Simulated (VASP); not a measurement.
```
CELL_PARAMETERS angstrom
      5.87508     0.00000     0.00000
      0.00000     5.87508     0.00000
      0.00000     0.00000     5.87508
ATOMIC_POSITIONS crystal
  Cs 0.00000 0.00000 0.00000
  Pb 0.50000 0.50000 0.50000
  Br 0.50000 0.00000 0.50000
  Br 0.00000 0.50000 0.50000
  Br 0.50000 0.50000 0.00000
```

These are PBEsol GGA, VASP's PBE PAW potentials (set 64) (plane waves; VASP) values and carry that method's errors. Settings: 520 eV cut-off, 4×4×4 Γ-centred mesh, tetrahedra with Blöchl corrections, potentials Cs_sv Pb_d Br.

The cores are frozen, which limits the accuracy of field gradients.

### Question
Give the principal components of the electric field gradient (V/Å²) and the asymmetry η at each nucleus.

### Answer

```json
[
 {"atom": "Cs1", "Vxx": "0.0", "Vyy": "0.0", "Vzz": "0.0", "η": "-"},
 {"atom": "Pb2", "Vxx": "0.0", "Vyy": "0.0", "Vzz": "0.0", "η": "-"},
 {"atom": "Br3", "Vxx": "-95.0", "Vyy": "-95.0", "Vzz": "190.0", "η": "0.00"},
 {"atom": "Br4", "Vxx": "-95.0", "Vyy": "-95.0", "Vzz": "190.0", "η": "0.00"},
 {"atom": "Br5", "Vxx": "-95.0", "Vyy": "-95.0", "Vzz": "190.0", "η": "0.00"}
]
```

The compound is CsPbBr3 in the cubic perovskite structure, the ideal cubic form; the compound distorts at low or room temperature. It was relaxed first.
